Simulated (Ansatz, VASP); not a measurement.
## Ru (linear Ru chain) in two plane-wave programs

One calculation is typed for both programs; each brings its own data sets. How far apart do they land? The cell is taken from a series of runs on this material, whose earlier steps may have relaxed, scaled, displaced or heated it; both programs get it as it stands.

Calculated with Ansatz 0.2.0; plane waves, with VASP 6.6.1 beside it; single point at PBE.

## Step 1: Starting point

The cell holds 1 atom: 1 Ru. Cell: a = 7.500 Å, b = 7.500 Å, c = 2.860 Å, α = 90.0°, β = 90.0°, γ = 90.0°. Vacuum lies along a and b. The structure's axis is c.

## Step 2: Ansatz: single point, PBE

Ansatz runs on its default PAW (the set named soft_2) files.

With cell and atoms fixed, the geometry can't cause a difference; cores, projectors, grids and the points listed under the comparison can.

input.yaml reads:

```yaml
crystal:
  lattice:
    - [7.5, 0.0, 0.0]
    - [0.0, 7.5, 0.0]
    - [0.0, 0.0, 2.8600623922]
  atoms:
    - { symbol: Ru, position: [0.5, 0.5, 0.0], spin: 0.7 }
magnetization:
  spin_polarized: true
kpoints:
  mp_grid: { grid: [1, 1, 28] }
scf:
  occupations: { method: fermi_dirac, width: 0.05 }
hamiltonian:
  xc: pbe
output:
  transmission:
    e_range: [-2, 2]
    de: 0.035
    kmesh: [1, 1]
    reduced_basis: true
    leads: [[0, 0]]
  stress: true
```

Command:

```console
$ ansatz run input.yaml --threads 4 --pin off --max-ram 8192MiB --backend cpu --events-out ev --progress --plain --runs-dir out
```

Numbers of over 12 decimals in the logs are rounded to 6 here.

What it wrote:

```text
Engine: ansatz 0.2.0, x86_64-unknown-linux-gnu
Pseudopotentials: kind: paw
Pseudopotential: Ru, paw, valence charge 16, recommended cutoff 420 eV (normal), Ru.paw.azcp
Functional definition: PBE
  parameter kappa = 0.804
  parameter beta = 0.066725
  exchange = pbe_x(kappa = kappa, mu = beta*pi^2/3)
  correlation = pbe_c(beta = beta)
Crystal: 1 atoms, lattice volume = 160.879 Å³
Basis set: ecut = 420 eV, 3145 PW (Γ)
Bands: 13, of which v1, the nominal top of the filled ones, is band 8 counted from 1 (7 counted from 0)
Symmetry: 16 space group operations
Space group: P4/mmm (ITA 123), of the structure as read, at distance tolerance 5.4e-5 Å
Magnetic group: BNS 123.339 (UNI 999), of the structure as read, at distance tolerance 5.4e-5 Å
k-points: 15 of 28
Non-local potential: Ru, projectors of the file, l = 0: 3, l = 1: 2, l = 2: 2, l = 3: 1
PAW form: soft (Blöchl's): semilocal exchange-correlation on the pseudo side does not see the compensation charge
PAW one-centre angular grid: Ru, 590 points (default); XC on 64 Gauss nodes
Initial density: superposition of atomic densities (neutral atoms: chi_scale 0, normalization atom)
Starting moments: Σ|m| = 0.7 μB on 1 of 1 site
Initial wavefunctions: pseudopotential atomic-orbital guess
Functional: x = pbe(κ = 0.804, μ = 0.219515), c = pbe(β = 0.066725)
iter 1 solved again at ethr=1.79e-3 eV; its pass at ethr=3.10e-3 eV (dr2=2.86e-1 eV) is discarded
SCF iter   1: F=—  HF=-5873.866445 eV  |F-HF|=—  |Δ(HF+E_count)|=         —  Δρ=3.97e-2 (↑3.24e-2 ↓3.97e-2)  dr2=2.92e-1  dr2_m=1.88e0  M=3.024 μB ∫|m|=3.024 μB  β_m=0.30  ethr=1.79e-3  ⟨swp⟩=1.0  Hψ=2532  notcnv=0
Mixer restart at iter 1: flushing history
preconditioner: auto → LDOS  [metal: Δε(μ)=0.011 eV  Ē_g=4.594 eV  σ=0.050 eV  W_gap=0.06  n_scr=12 (ndim 8)  ℏωp=8.3 eV  f_vac=0.663  D(μ)=5.34/eV (n_scr^D=34)]
spin=Collinear: LDOS preconditioning applied to the charge; magnetization (m = ρ↑ − ρ↓) channel mixes plain (no charge-response kernel on spin).
SCF iter   2: F=—  HF=-5873.676338 eV  |F-HF|=—  |Δ(HF+E_count)|=   1.90e-1  Δρ=2.82e-2 (↑2.36e-2 ↓2.82e-2)  dr2=1.44e-1  dr2_m=9.70e-1  M=3.079 μB ∫|m|=3.079 μB  β_m=0.65  ethr=1.79e-3  ⟨swp⟩=2.0  Hψ=464  notcnv=0
SCF iter   3: F=—  HF=-5873.569934 eV  |F-HF|=—  |Δ(HF+E_count)|=   1.06e-1  Δρ=2.74e-3 (↑1.33e-3 ↓2.74e-3)  dr2=1.29e-2  dr2_m=3.23e-3  M=3.216 μB ∫|m|=3.216 μB  β_m=0.79  ethr=9.01e-4  ⟨swp⟩=3.2  Hψ=846  notcnv=0
SCF iter   4: F=—  HF=-5873.583429 eV  |F-HF|=—  |Δ(HF+E_count)|=   1.35e-2  Δρ=3.23e-3 (↑7.68e-4 ↓3.23e-3)  dr2=6.17e-3  dr2_m=4.21e-3  M=3.219 μB ∫|m|=3.219 μB  β_m=0.90  ethr=8.06e-5  ⟨swp⟩=2.2  Hψ=739  notcnv=0
SCF iter   5: F=—  HF=-5873.599559 eV  |F-HF|=—  |Δ(HF+E_count)|=   1.61e-2  Δρ=4.01e-3 (↑3.62e-4 ↓4.01e-3)  dr2=5.61e-3  dr2_m=6.57e-3  M=3.219 μB ∫|m|=3.219 μB  β_m=0.95  ethr=3.86e-5  ⟨swp⟩=2.0  Hψ=747  notcnv=0
SCF iter   6: F=—  HF=-5873.606302 eV  |F-HF|=—  |Δ(HF+E_count)|=   6.74e-3  Δρ=2.81e-3 (↑2.94e-4 ↓2.81e-3)  dr2=2.74e-3  dr2_m=3.33e-3  M=3.219 μB ∫|m|=3.219 μB  β_m=0.97  ethr=3.51e-5  ⟨swp⟩=2.6  Hψ=813  notcnv=0
SCF iter   7: F=—  HF=-5873.611389 eV  |F-HF|=—  |Δ(HF+E_count)|=   5.09e-3  Δρ=9.60e-4 (↑2.75e-4 ↓9.60e-4)  dr2=4.61e-4  dr2_m=4.21e-4  M=3.218 μB ∫|m|=3.218 μB  β_m=0.99  ethr=1.71e-5  ⟨swp⟩=2.0  Hψ=788  notcnv=0
SCF iter   8: F=—  HF=-5873.611680 eV  |F-HF|=—  |Δ(HF+E_count)|=   2.91e-4  Δρ=4.02e-4 (↑5.35e-5 ↓4.02e-4)  dr2=1.07e-4  dr2_m=5.57e-5  M=3.218 μB ∫|m|=3.218 μB  β_m=0.99  ethr=2.88e-6  ⟨swp⟩=2.1  Hψ=812  notcnv=0
SCF iter   9: F=—  HF=-5873.611680 eV  |F-HF|=—  |Δ(HF+E_count)|=   5.78e-7  Δρ=3.94e-4 (↑2.19e-5 ↓3.94e-4)  dr2=4.89e-5  dr2_m=6.10e-5  M=3.218 μB ∫|m|=3.218 μB  β_m=0.90  ethr=6.72e-7  ⟨swp⟩=2.4  Hψ=700  notcnv=0
SCF iter  10: F=—  HF=-5873.611752 eV  |F-HF|=—  |Δ(HF+E_count)|=   7.12e-5  Δρ=4.84e-5 (↑3.54e-6 ↓4.84e-5)  dr2=8.61e-7  dr2_m=9.28e-7  M=3.218 μB ∫|m|=3.218 μB  β_m=0.95  ethr=3.06e-7  ⟨swp⟩=2.1  Hψ=723  notcnv=0
SCF iter  11: F=—  HF=-5873.611752 eV  |F-HF|=—  |Δ(HF+E_count)|=   6.32e-7  Δρ=1.42e-5 (↑9.37e-7 ↓1.42e-5)  dr2=9.85e-8  dr2_m=7.71e-8  M=3.218 μB ∫|m|=3.218 μB  β_m=0.98  ethr=5.38e-9  ⟨swp⟩=2.0  Hψ=648  notcnv=0
SCF iter  12: F=—  HF=-5873.611752 eV  |F-HF|=—  |Δ(HF+E_count)|=   1.10e-7  Δρ=6.22e-6 (↑4.21e-7 ↓6.22e-6)  dr2=1.61e-8  dr2_m=1.47e-8  M=3.218 μB ∫|m|=3.218 μB  β_m=0.99  ethr=6.15e-10  ⟨swp⟩=2.3  Hψ=672  notcnv=0
SCF iter  13: F=-5873.611752 eV  HF=-5873.611752 eV  |F-HF|=1.98e-10  |Δ(HF+E_count)|=   1.43e-8  Δρ=1.89e-6 (↑8.37e-8 ↓1.89e-6)  dr2=2.43e-9  dr2_m=1.26e-9  M=3.218 μB ∫|m|=3.218 μB  ethr=1.00e-10  ⟨swp⟩=2.0  Hψ=1234  notcnv=0
SCF 1 converged in 13 iterations: F = -5873.611752 eV  dr2 = 2.43e-9
  greatest PAW one-centre occupation: 1.002 electrons in one spin orbital (limit 2), on the Ru atom at site 0 (counted from 0), in its partial waves of l = 0
transmission: 8 of 48 steps passed
transmission: 12 of 48 steps passed
[...]
transmission: 48 of 48 steps passed
SCF converged after 13 iterations
Magnetization: 3.2182 μB (9.6091 up, 6.3909 down)
Absolute magnetization: 3.2182 μB (∫|ρ↑−ρ↓|, with the PAW one-centre terms)
Spin contamination: 0.0070 ħ² per cell (⟨S²⟩ above its minimum at these occupations)
Per-site moments (μB) at R_I (Å): [(2.656171, 1.179776)]
Free energy (F): -5873.611752 eV
Harris-Foulkes:  -5873.611752 eV  (|F-HF|=1.98e-10)
Internal energy: -5873.583424 eV  (E = F + TS)
E sigma→0 (E₀):  -5873.597588 eV
Entropy (-TS):   -0.028329 eV (-28.329 meV/atom)
Fermi energy:    -1.930450 eV
--- Per-component energies (eV) ---
  E_band       = -439.913469
  E_kinetic    = 510.652700
  E_local      = -4136.615337  (includes V_loc(G=0)·N_el)
  E_nonlocal   = 350.632379
  E_hartree    = 1646.472891
  E_xc         = -184.726983
  E_vxc        = -230.999407  (∫ρ·V_xc dr)
  E_paw        = -3464.009560  (= ΣΔE_a)
  E_vpaw       = -226.527341  (= ΣTr[D̂ρ^β])
  E_aug_tail   = -0.000179  (compensation charges beyond the density's cutoff)
  E_ewald      = -595.989334
  E_smearing   = -0.028329  (= −TS)
  E_closure    = 0.000000  (closes the sum)
  Σ components = -5873.611752   (vs F -5873.611752, Δ=0.00e0)
--- Stress (GPa, compression-positive) ---
       -0.173449       0.000000       0.000000
        0.000000      -0.173449       0.000000
        0.000000       0.000000      -4.553460
  P = ⅓ Tr σ = -1.6335 GPa (-16.335 kbar)
--- Band table (eV; the first three rows and the last of 30) ---
  k-point 0 ↑: bands = [... 4 lower, -5.4142, -4.3697, -3.9568, -3.5320, -2.5913, -2.5913, 0.4282, 0.4282, ... 1 higher]
  k-point 1 ↑: bands = [... 4 lower, -5.3756, -4.3653, -3.9521, -3.5172, -2.6303, -2.6303, 0.4744, 0.4744, ... 1 higher]
  k-point 2 ↑: bands = [... 4 lower, -5.2608, -4.3523, -3.9381, -3.4722, -2.7402, -2.7402, 0.6066, 0.6066, ... 1 higher]
  k-point 14 ↓: bands = [... 4 lower, -2.9575, -2.9575, -1.7297, -1.1379, -0.7046, 1.5270, 4.0752, 5.8602, ... 1 higher]
--- Transmission ---
  basis      : 497 plane waves across, 4 finite elements along
  points     : 1, standing for a mesh of 1 x 1
  filling    : by the input's occupations and mesh, since the crystals that have channels conduct as metals do. If one of these is a semiconductor, that mesh has misplaced its level
  energies   : 115 from -2.000000 to 1.990000 eV about the Fermi level, 0.035000 eV apart; the leads are filled to 0.000000 eV, and channels, transmission and decay are at -0.005000 eV
  crystal 0  : Ru1, at the sites [0, 0], period 2.8601 Å: whole cells are its period
    offset         : up to 0.0000 Å between an atom of the period and one for which it stands
    filled         : 5.7 meV over the level at which it is neutral
    channels       : 1.000000e0 up, 5.000000e0 down
    conductance    : 4.0922e14 S/m² at 300 K; may be off by some 0.0 % by where its bands' edges are placed, 0.2 % from the distance to neutral
```

## Step 3: VASP: single point, PBE

The same cell, functional, mesh and smearing now go to VASP, with its own data sets.

Lines of VASP's logs that name or quote its potential files are left out, and so is its time.

INCAR reads:

```
SYSTEM = Ru
PREC = Accurate
ENCUT = 500
EDIFF = 1E-06
NELM = 200
ISMEAR = -1
SIGMA = 0.05
LREAL = .FALSE.
ALGO = Normal
GGA = PE
NBANDS = 15
ISPIN = 2
MAGMOM = 2.66
LASPH = .TRUE.
LMAXMIX = 4
LORBIT = 11
LWAVE = .FALSE.
LCHARG = .FALSE.
ISIF = 2
GGA_COMPAT = .FALSE.
```

POSCAR reads:

```
Ru
1.0
    7.5000000000      0.0000000000      0.0000000000
    0.0000000000      7.5000000000      0.0000000000
    0.0000000000      0.0000000000      2.8600623922
Ru
1
Direct
    0.5000000000      0.5000000000      0.0000000000
```

KPOINTS reads:

```
Automatic mesh
0
Gamma
1 1 28
0 0 0
```

PAW data sets: Ru_pv (PBE family, release 64).

Command:

```console
$ mpirun -np 1 vasp_std
```

What it wrote:

```text
[banner, memory and clock lines left out]
running    1 mpi-ranks, on    1 nodes
 distrk:  each k-point on    1 cores,    1 groups
 distr:  one band on    1 cores,    1 groups

 POSCAR found type information on POSCAR Ru
 POSCAR found :  1 types and       1 ions
 LDA part: xc-table for (Slater+PW92), standard interpolation
 POSCAR, INCAR and KPOINTS ok, starting setup
 FFT: planning ... GRIDC
 FFT: planning ... GRID_SOFT
 FFT: planning ... GRID
 WAVECAR not read
 entering main loop
       N       E                     dE             d eps       ncg     rms          rms(c)
DAV:   1     0.470117096144E+02    0.47012E+02   -0.69923E+03  1196   0.631E+02
DAV:   2    -0.254240971893E+01   -0.49554E+02   -0.44034E+02  1041   0.149E+02
DAV:   3    -0.397714388602E+01   -0.14347E+01   -0.13886E+01   991   0.216E+01
DAV:   4    -0.399515839480E+01   -0.18015E-01   -0.17962E-01  1332   0.226E+00
DAV:   5    -0.399540393311E+01   -0.24554E-03   -0.24552E-03  1114   0.218E-01    0.400E+00
DAV:   6    -0.403799302968E+01   -0.42589E-01   -0.58479E-01   949   0.538E+00    0.200E+00
DAV:   7    -0.410432963078E+01   -0.66337E-01   -0.15181E-01  1028   0.184E+00    0.115E+00
DAV:   8    -0.414056346427E+01   -0.36234E-01   -0.24482E-02   980   0.102E+00    0.926E-01
DAV:   9    -0.415379278727E+01   -0.13229E-01   -0.13773E-02   908   0.601E-01    0.894E-01
DAV:  10    -0.415793318490E+01   -0.41404E-02   -0.19152E-03   998   0.336E-01    0.862E-01
DAV:  11    -0.416278046829E+01   -0.48473E-02   -0.11619E-02   978   0.758E-01    0.469E-01
DAV:  12    -0.416409851885E+01   -0.13181E-02   -0.69027E-03   916   0.519E-01    0.289E-01
DAV:  13    -0.416374551908E+01    0.35300E-03   -0.34669E-03   907   0.422E-01    0.689E-02
DAV:  14    -0.416390409950E+01   -0.15858E-03   -0.51127E-04  1011   0.144E-01    0.322E-02
DAV:  15    -0.416392868658E+01   -0.24587E-04   -0.73338E-05   900   0.469E-02    0.190E-02
DAV:  16    -0.416394959675E+01   -0.20910E-04   -0.40264E-05   900   0.415E-02    0.115E-02
DAV:  17    -0.416395568885E+01   -0.60921E-05   -0.40635E-05   907   0.338E-02    0.719E-03
DAV:  18    -0.416395763908E+01   -0.19502E-05   -0.17054E-05   900   0.225E-02    0.446E-03
DAV:  19    -0.416395452647E+01    0.31126E-05   -0.16348E-05   914   0.245E-02    0.203E-03
DAV:  20    -0.416395289759E+01    0.16289E-05   -0.31386E-06   914   0.108E-02    0.202E-03
DAV:  21    -0.416395294467E+01   -0.47080E-07   -0.29888E-06   820   0.101E-02
   1 F= -.41639529E+01 E0= -.41497760E+01  d E =-.283539E-01  mag=     3.2181
```

OUTCAR, selected parts (step 3):

```text
ion  position               nearest neighbor table
   1  0.500  0.500  0.000-

  LATTYP: Found a simple tetragonal cell.
 ALAT       =     7.5000000000
 C/A-ratio  =     0.3813416523

 Subroutine GETGRP returns: Found 16 space group operations
 (whereof 16 operations were pure point group operations)

The static configuration has the point symmetry D_4h.

 Found     15 irreducible k-points:

   k-points           NKPTS =     15   k-points in BZ     NKDIM =     15   number of bands    NBANDS=     15

   dimension x,y,z NGX =    56 NGY =   56 NGZ =   24
   dimension x,y,z NGXF=   112 NGYF=  112 NGZF=   48

   ENCUT  =  500.0 eV  36.75 Ry    6.06 a.u.  13.67 13.67  5.21*2*pi/ulx,y,z

   NELECT =      14.0000    total number of electrons

 k-points in reciprocal lattice and weights: Automatic mesh
   0.00000000  0.00000000  0.00000000       0.036
   0.00000000  0.00000000  0.03571429       0.071
   0.00000000  0.00000000  0.07142857       0.071
   0.00000000  0.00000000  0.10714286       0.071
   0.00000000  0.00000000  0.14285714       0.071
   0.00000000  0.00000000  0.17857143       0.071
   0.00000000  0.00000000  0.21428571       0.071
   0.00000000  0.00000000  0.25000000       0.071
   0.00000000  0.00000000  0.28571429       0.071
[...]
0.00000000  0.00000000  0.46428571       0.071
   0.00000000  0.00000000  0.50000000       0.036

 average (electrostatic) potential at core
       1 -82.0479

 E-fermi :  -2.8384

 spin component 1
 k-point     1 :       0.0000    0.0000    0.0000
  band No.  band energies     occupation
    ...
      5      -5.2790      1.00000
      6      -4.8720      1.00000
      7      -4.4398      1.00000
      8      -3.4959      1.00000
      9      -3.4959      1.00000
     10      -0.4771      0.00000
     11      -0.4771      0.00000
     12       1.1364      0.00000
     13       2.2373      0.00000
     14       4.1153      0.00000
    ...

 k-point     2 :       0.0000    0.0000    0.0357
  band No.  band energies     occupation
    ...
      5      -5.2746      1.00000
      6      -4.8672      1.00000
      7      -4.4249      1.00000
      8      -3.5350      1.00000
      9      -3.5350      1.00000
     10      -0.4310      0.00000
     11      -0.4310      0.00000
     12       1.1585      0.00000
     13       2.2590      0.00000
     14       4.1414      0.00000
    ...

 k-point     3 :       0.0000    0.0000    0.0714
  band No.  band energies     occupation
    ...
      5      -5.2616      1.00000
      6      -4.8532      1.00000
      7      -4.3800      1.00000
      8      -3.6449      1.00000
      9      -3.6449      1.00000
     10      -0.2989      0.00000
     11      -0.2989      0.00000
     12       1.2246      0.00000
     13       2.3241      0.00000
     14       4.2194      0.00000
    ...

 k-point     4 :       0.0000    0.0000    0.1071
  band No.  band energies     occupation
    ...
      5      -5.2407      1.00000
      6      -4.8306      1.00000
      7      -4.3040      1.00000
      8      -3.8079      1.00000
      9      -3.8079      1.00000
     10      -0.0955      0.00000
     11      -0.0955      0.00000
     12       1.3351      0.00000
     13       2.4328      0.00000
     14       4.3484      0.00000
    ...

 k-point     5 :       0.0000    0.0000    0.1429
  band No.  band energies     occupation
    ...
      5      -5.2126      1.00000
      6      -4.8004      1.00000
      7      -4.1942      1.00000
      8      -4.0044      1.00000
      9      -4.0044      1.00000
     10       0.1635      0.00000
     11       0.1635      0.00000
     12       1.4900      0.00000
     13       2.5851      0.00000
     14       4.5270      0.00000
    ...

 k-point     6 :       0.0000    0.0000    0.1786
  band No.  band energies     occupation
    ...
      5      -5.1788      1.00000
      6      -4.7639      1.00000
      7      -4.2171      1.00000
      8      -4.2171      1.00000
      9      -4.0439      1.00000
     10       0.4665      0.00000
     11       0.4665      0.00000
     12       1.6897      0.00000
     13       2.7811      0.00000
     14       4.7537      0.00000
    ...

  Total       -0.1824398     -0.1824398     -4.5766759      0.0000000      0.0000000      0.0000000
  in kB       -1.8169051     -1.8169051    -45.5787809      0.0000000      0.0000000      0.0000000
  external PRESSURE =     -16.4041971 kB  Pullay stress =       0.0000000 kB

  energy-cutoff  :      500.00
  volume of cell :      160.88
      direct lattice vectors                 reciprocal lattice vectors
     7.500000000  0.000000000  0.000000000     0.133333333  0.000000000  0.000000000
     0.000000000  7.500000000  0.000000000     0.000000000  0.133333333  0.000000000
     0.000000000  0.000000000  2.860062392     0.000000000  0.000000000  0.349642722

 POSITION                                       TOTAL-FORCE (eV/Angst)
 -----------------------------------------------------------------------------------
      3.75000      3.75000      0.00000         0.000000      0.000000      0.000000
 -----------------------------------------------------------------------------------
    total drift:                                0.000000      0.000000      0.000000

  FREE ENERGIE OF THE ION-ELECTRON SYSTEM (eV)
  ---------------------------------------------------
  free  energy   TOTEN  =        -4.1639529447 eV

  energy  without entropy=       -4.1355990196  energy(sigma->0) =       -4.14977598

 total charge
# of ion       s       p       d       tot
------------------------------------------
    1        0.295   5.999   5.920  12.214

 magnetization (x)
# of ion       s       p       d       tot
------------------------------------------
    1        0.101   0.011   2.587   2.698

[... 6 further parts left out ...]
```

## Step 4: Side by side

Known differences besides the potentials themselves: VASP starts from the moments at which Ansatz ended; the data sets hold 16 valence electrons in Ansatz (on its default PAW (the set named soft_2) files) and 14 in VASP; the cutoff is 420 eV in Ansatz and 500 eV in VASP; site moments are counted in spheres of each program's own size. Total energies have different zeros and are not compared.

The two programs side by side:

```
          quantity  Ansatz   VASP  difference
    pressure (GPa)   -1.63  -1.64       +0.01
 total moment (μB)    3.22   3.22        0.00
moment on Ru1 (μB)    2.66   2.70       -0.04
```

## Step 5: What came out

| Quantity | Value |
| --- | --- |
| difference in total moment (single point, PBE) | 1.2e-4 μB |

The difference in total moment is 1.2e-4 μB (single point, PBE). The data sets hold unlike numbers of valence electrons (16 in Ansatz and 14 in VASP), so part of the differences comes from the potentials. Such differences can come from data sets, numerical settings and the points named under the comparisons, not from the functional's error against experiment.

[Lines on the potential files, build, host, timing and source positions are cut from VASP's logs without a mark.]

[Logs are printed without paths, hosts, clocks, repeated set-up lines and the standing remarks that a program may print on its own settings, such as how far it seeks lower states.]

[Hosts, paths, dates, database ids (printed as entryN), source tags and the programs' standing remarks are cut or masked in the printed files.]
